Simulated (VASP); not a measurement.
Input for VASP

File POSCAR:
```
TiTe2
36.3412520
  0.1048701624   0.0000000000   0.0000000000
 -0.0524350950   0.0908202337   0.0000000000
  0.0000000000   0.0000000000   0.5000000000
Ti Te
1 2
Cartesian
  0.0000000000   0.0000000000   0.2500000000
 -0.0000000616   0.0605468527   0.2936230000
  0.0524351291   0.0302733810   0.2063770000
```

### INCAR
```
EDIFF=1E-6   ! SCF stop (eV)
NELM=100   ! most electronic steps
PREC=Accurate
ISMEAR=0
ENCUT=300
LCHARG=F
GGA=PE   ! PBE
LASPH=T
LMAXMIX=4   ! l cut-off of mixed one-centre charges
LREAL=F
ALGO=Normal   ! blocked Davidson
LWAVE=F
SIGMA=0.1   ! width (eV)
SYSTEM=TiTe2
ISIF=2   ! forces and stress, cell fixed
```

KPOINTS:
```
Automatic
0
G
 7 7 1
0 0 0
```

POTCAR, in this order: Ti_sv Te (PBE.64 set). Program: vasp_std.

Problem. Write an equivalent input for Ansatz.

Solution. One equivalent input (not run):
Ansatz 0.2 input:
```yaml
crystal:
  lattice:
    - [3.8111130, 0.0000000, 0.0000000]
    - [-1.9055570, 3.3005210, 0.0000000]
    - [0.0000000, 0.0000000, 18.1706260]
  atoms:
    - { symbol: Ti, position: [0.0000000, 0.0000000, 0.5000000] }
    - { symbol: Te, position: [0.3333330, 0.6666670, 0.5872460] }
    - { symbol: Te, position: [0.6666670, 0.3333330, 0.4127540] }
kpoints:
  mp_grid: { grid: [7, 7, 1] }
hamiltonian:
  xc: pbe
  pseudopotentials: { kind: paw }
scf:
  occupations: { method: gaussian, width: 0.1 }
  max_iter: 100
output: { forces: true, stress: true, eigenvalues: true }
```
The two are equivalent in intent, not identical: each code has its own PAW files, so the cut-off isn't converted (ENCUT is set for VASP's; basis.ecutwfc is left out, and Ansatz then takes the one that its files recommend); Ansatz stops its SCF on the density residual and VASP on the energy change (EDIFF).

The cell is a sheet with vacuum, built from a generated structure.
